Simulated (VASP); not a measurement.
# CsLiCr2Te2S3: dielectric tensor with PBE

Crystal: CsLiCr2Te2S3.

```
Cs Li Cr Te S
1.0
     6.10792   -0.01886    0.00581
    -2.28822    5.93151    0.00333
    -1.38462   -2.19395    7.56260
Cs Li Cr Te S
1 1 2 2 3
Direct
  0.06348 0.10178 0.99394
  0.57026 0.58143 0.57403
  0.07801 0.50138 0.57990
  0.43162 0.02972 0.53722
  0.54458 0.76732 0.28198
  0.01143 0.65932 0.29902
  0.77800 0.37133 0.70773
  0.39402 0.82508 0.74875
  0.19605 0.23009 0.48646
```

The cell was built by a generator and needn't be a form met in nature.

```yaml
Program: VASP 6.6.1
Task: dielectric tensor
Functional: PBE
Potentials_or_basis: VASP PAW PBE potentials, release 64 (Cs_sv, Li_sv, Cr_pv, Te, S)
Cutoff: 520 eV
k_mesh: 5 × 5 × 4
Occupations: gaussian, width 0.02 eV
Spin: collinear spin, ferromagnetic start
Starting_moments: "[0.0, 0.0, 3.0, 3.0, 0.0, 0.0, 0.0, 0.0, 0.0] μB"
Further_INCAR_settings: ALGO = Fast; EDIFF = 1e-08
```

The band gap on the k mesh is none (metal or under the smearing width), the net moment is 5.32 μB per cell and the site moments are Cs +0.00; Li +0.00; Cr +2.51, +2.88; Te -0.08, -0.12; S -0.06, -0.09, -0.11 μB. The valence electrons inside the program's atomic spheres are Cs 6.56; Li 2.07; Cr 10.81, 10.64; Te 3.36; S 3.74, 3.73, 3.75. The electronic dielectric tensor (diagonal) is 44.76, 24.70, 6.07. The born charges (mean of the diagonal) is Cs +1.48; Li +0.77; Cr +2.08, +0.63; Te -0.95, +0.01; S -1.97, -1.35, -0.72 e.

Levels at points of the mesh, in eV from the Fermi level:
Spin up:
```tsv
k point	band 34	band 35	band 36	band 37	band 38	band 39
(0.00, 0.00, 0.00)	-0.79	-0.61	-0.24	0.56	0.76	1.08
(0.00, 0.00, 0.50)	-0.85	-0.59	-0.23	0.51	0.61	1.02
```
Spin down:
```tsv
k point	band 27	band 28	band 29	band 30	band 31	band 32	band 33	band 34
(0.00, 0.00, 0.00)	-2.34	-1.64	-1.51	-1.27	0.50	0.89	0.98	1.32
(0.00, 0.00, 0.50)	-2.41	-1.68	-1.46	-1.29	0.55	0.85	0.96	1.39
```

Electronic dielectric tensor:
```
44.76 -7.97 -0.86
-7.50 24.70  1.14
-0.75  0.91  6.07
```

Born effective charge tensors (e):
atom 1, Cs
```
 1.02 -0.19 -0.30
-0.14  1.51  0.25
 0.00  0.02  1.91
```
atom 2, Li
```
 1.01 -0.26  0.36
 0.17  1.00 -0.59
 0.02 -0.03  0.31
```
atom 3, Cr
```
 2.66  0.90 -1.47
 1.66  3.03 -0.98
-0.19  0.11  0.56
```
atom 4, Cr
```
-0.49 -0.28 -0.32
 0.13  1.73  1.40
 0.05  0.28  0.66
```
atom 5, Te
```
-0.44  1.39  0.98
 0.73 -1.66 -0.04
 0.28 -0.08 -0.74
```
atom 6, Te
```
 1.32 -0.35 -0.62
-0.13 -0.94 -0.19
-0.10 -0.05 -0.35
```
atom 7, S
```
-3.01 -1.34  0.27
-0.38 -2.03  1.17
 0.11 -0.03 -0.85
```
atom 8, S
```
-0.87  0.06 -0.05
-0.63 -2.07 -1.43
-0.21 -0.29 -1.11
```
atom 9, S
```
-1.21  0.07  1.15
-1.40 -0.56  0.43
 0.03  0.07 -0.38
```

Run time: 2.1 h on 4 MPI ranks on AMD EPYC 9R45 (Zen 5) (shared host), peak memory 2.9 GiB a rank.

Caveat: only a ferromagnetic start was run, and an antiferromagnetic order may lie lower in energy. Spin-orbit coupling is left out, which matters for the levels of Cs, Te.
